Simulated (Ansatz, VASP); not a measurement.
# CdF2 in two plane-wave programs, part 2 of 2

Wanted: the spread between two codes on one cell, functional and k mesh. The cell is taken from a series of VASP runs on this material, whose earlier steps may have relaxed, scaled or displaced it; both programs get it as it stands.

VASP 6.6.1 and Ansatz 0.2.0.

So far. Step 4 (Side by side): The walks stopped with -0.01 GPa left in Ansatz and -0.05 GPa in VASP; each walk ends within a tolerance, so the volume difference is uncertain by about these residues over the bulk modulus, most in soft cells.

## 5. VASP: relaxation of cell and atoms, r2SCAN with rVV10

Level of this step: r2SCAN with rVV10; plane waves and PAW (Cd, F) (VASP).

The relaxed volume is the usual yardstick between codes: its relative difference is about their pressure difference at one cell divided by the bulk modulus. The cell compared in this pair holds 39.00 Å³, against 41.36 Å³ for the pair before.

Contents of INCAR:

```
SYSTEM = CdF2
PREC = Accurate
ENCUT = 520
EDIFF = 1E-06
NELM = 100
ISMEAR = 0
SIGMA = 0.03
LREAL = .FALSE.
ALGO = Normal
METAGGA = R2SCAN
LUSE_VDW = .TRUE.
IVDW_NL = 2
BPARAM = 11.95
CPARAM = 0.0093
LASPH = .TRUE.
NBANDS = 19
LORBIT = 11
LWAVE = .FALSE.
LCHARG = .FALSE.
KPAR = 4
IBRION = 2
NSW = 50
ISIF = 3
EDIFFG = -0.006
```

Contents of POSCAR:

```
CdF2
1.0
    0.0000000000      2.6916870379      2.6916870379
    2.6916870379      0.0000000000      2.6916870379
    2.6916870379      2.6916870379      0.0000000000
Cd F
1 2
Direct
    0.0000000000      0.0000000000      0.0000000000
    0.7500000000      0.7500000000      0.7500000000
    0.2500000000      0.2500000000      0.2500000000
```

Contents of KPOINTS:

```
Automatic mesh
0
Gamma
8 8 8
0 0 0
```

PAW data sets: Cd and F (PBE family, release 64).

Command:

```console
$ mpirun -np 4 vasp_std
```

Numbers of over 12 decimals in the logs are rounded to 6 here.

Output:

```text
[banner, memory and clock lines left out]
running    4 mpi-ranks, on    1 nodes
[...]
|                                                                             |
|               ----> ADVICE to this user running VASP <----                  |
|                                                                             |
|     You have switched on vdW-DFT.                                           |
|     This routine was written and supplied by Jiri Klimes. We recommend      |
|     that you carefully read and cite the following publications:            |
|       J. Klimes, D.R. Bowler, A. Michelides                                 |
|          J. Phys.: Cond Matt. 22 022201 (2010)                              |
|       J. Klimes, D.R. Bowler, A. Michelides                                 |
|          Phys. Rev. B. 83, 195131 (2011)                                    |
|     and references therein.                                                 |
|                                                                             |

[...]
DAV:   4    -0.328483349598E+02    0.39568E-05   -0.76906E-06  1116   0.415E-02    0.237E-02
Total rVV10 correction in eV:      0.8688499    28.7439119
Total rVV10 correction in eV:      0.8688499    28.7439119
Total rVV10 correction in eV:      0.8688499    28.7439119
Total rVV10 correction in eV:      0.8688499    28.7439119
DAV:   5    -0.328483339221E+02    0.10377E-05   -0.22645E-06  1100   0.179E-02    0.371E-03
Total rVV10 correction in eV:      0.8688490    28.7439119
Total rVV10 correction in eV:      0.8688490    28.7439119
Total rVV10 correction in eV:      0.8688490    28.7439119
Total rVV10 correction in eV:      0.8688490    28.7439119
DAV:   6    -0.328483339426E+02   -0.20513E-07   -0.12733E-07   551   0.759E-03
Total rVV10 correction in eV:      0.8688471    28.7439119
Total rVV10 correction in eV:      0.8688471    28.7439119
Total rVV10 correction in eV:      0.8688471    28.7439119
Total rVV10 correction in eV:      0.8688471    28.7439119
Total rVV10 correction in eV:      0.8688477    28.7439119
Total rVV10 correction in eV:      0.8688477    28.7439119
Total rVV10 correction in eV:      0.8688477    28.7439119
Total rVV10 correction in eV:      0.8688477    28.7439119
   3 F= -.32848334E+02 E0= -.32848334E+02  d E =-.301677E-05
[...]
reached required accuracy - stopping structural energy minimisation
```

Parts of OUTCAR (step 5):

```text
  Total        0.0018425      0.0018425      0.0018425     -0.0000000      0.0000000      0.0000000
  in kB        0.0757235      0.0757235      0.0757235     -0.0000000      0.0000000      0.0000000
  external PRESSURE =       0.0757235 kB  Pullay stress =       0.0000000 kB

 POSITION                                       TOTAL-FORCE (eV/Angst)
 -----------------------------------------------------------------------------------
      0.00000     -0.00000      0.00000        -0.000000     -0.000000     -0.000000
      4.03686      4.03686      4.03686        -0.000000     -0.000000     -0.000000
      1.34562      1.34562      1.34562         0.000000      0.000000      0.000000
 -----------------------------------------------------------------------------------
    total drift:                                0.000000      0.000000      0.000000

  FREE ENERGIE OF THE ION-ELECTRON SYSTEM (eV)
  ---------------------------------------------------
  free  energy   TOTEN  =       -32.8483339426 eV

  energy  without entropy=      -32.8483339426  energy(sigma->0) =      -32.84833394

[... 2 parts as in an earlier step ...]

[... 2 further parts left out ...]
[key lines of the parts left out:]
E-fermi :  -1.6041
```

## 6. Ansatz: relaxation of cell and atoms, r2SCAN with rVV10

The same cell, functional, mesh and smearing now go to Ansatz, which takes its cutoff from its data sets.

The cell is taken from a series of VASP runs on this material, whose earlier steps may have relaxed, scaled or displaced it; both programs get it as it stands.

Contents of input.yaml:

```yaml
crystal:
  lattice:
    - [0.0, 2.6916870379, 2.6916870379]
    - [2.6916870379, 0.0, 2.6916870379]
    - [2.6916870379, 2.6916870379, 0.0]
  atoms:
    - { symbol: Cd, position: [0.0, 0.0, 0.0] }
    - { symbol: F, position: [0.75, 0.75, 0.75] }
    - { symbol: F, position: [0.25, 0.25, 0.25] }
hamiltonian:
  xc: r2scan
  pseudopotentials: { kind: paw }
  dispersion: rvv10
kpoints:
  mp_grid: { grid: [8, 8, 8] }
scf:
  occupations: { method: gaussian, width: 0.03 }
relax:
  f_tol: 0.01
  max_steps: 60
  cell: { stress_tol: 0.05 }
output:
  forces: true
  stress: true
```

Command:

```console
$ ansatz run input.yaml --threads 4 --pin off --max-ram 9216MiB --backend cpu --events-out ev --progress --plain --runs-dir out
```

Output:

```text
[...]
Crystal: 3 atoms, lattice volume = 39.004 Å³
Basis set: ecut = 500 eV, 965 PW (Γ), exchange–correlation on 128×128×128 points (64 copies of the dense FFT grid, shifted against one another)
Bands: 21, of which v1, the nominal top of the filled ones, is band 17 counted from 1 (16 counted from 0)
Symmetry: 48 space group operations
[...]
k-points: 29 of 512
[...]
-0.000000      -0.000000      -0.029576
  P = ⅓ Tr σ = -0.0296 GPa (-0.296 kbar)
--- Relaxed structure (2 steps of the walk, 2 accepted, 1 SCFs on fresh bases) ---
[...]
cell:  # Å, volume = 38.6237 Å³
    - [0, 2.682922, 2.682922]
    - [2.682922, 0, 2.682922]
    - [2.682922, 2.682922, 0]
  atoms:
    - { symbol: Cd, position: [0, 0, 0] }
    - { symbol: F, position: [0.75, 0.75, 0.75] }
    - { symbol: F, position: [0.25, 0.25, 0.25] }
[key lines of the parts left out:]
SCF converged after 5 iterations
Free energy (F): -9886.870205 eV
Fermi energy:    7.936785 eV
```

The job ended after 7 s (4 threads of Arm Neoverse N1, shared host; peak memory 0.48 GiB).

## 7. Side by side

What differs besides the data sets and the points named for the pairs above, as far as they apply: VASP keeps PBE cores, Ansatz makes them for the functional; the cutoff is 500 eV in Ansatz and 520 eV in VASP. Total energies have different zeros and are not compared.

The two programs side by side:

| quantity | Ansatz | VASP | difference |
| --- | --- | --- | --- |
| volume (Å³) | 38.62 | 38.98 | -0.92 % |
| edge a after relaxation, in the typed setting (Å) | 3.794 | 3.806 | -0.31 % |

The walks stopped with -0.03 GPa left in Ansatz and 0.01 GPa in VASP; each walk ends within a tolerance, so the volume difference is uncertain by about these residues over the bulk modulus, most in soft cells.

## 8. What came out

| Property | Result |
| --- | --- |
| difference in volume (relaxation of cell and atoms, PBE) | -0.57 % |
| difference in volume (relaxation of cell and atoms, r2SCAN with rVV10) | -0.92 % |

In words: The difference in volume is -0.92 % (relaxation of cell and atoms, r2SCAN with rVV10), within the 1.2 % picked in this series as the mark of a large difference, as far as the stopping tolerances let one tell. Such differences can come from data sets, numerical settings and the points named under the comparisons, not from the functional's error against experiment.

[Lines on the potential files, build, host, timing and source positions are cut from VASP's logs without a mark.]

[Logs are printed without paths, hosts, clocks, repeated set-up lines and the standing remarks that a program may print on its own settings, such as how far it seeks lower states.]

[Hosts, paths, dates, database ids (printed as entryN), source tags and the programs' standing remarks are cut or masked in the printed files.]
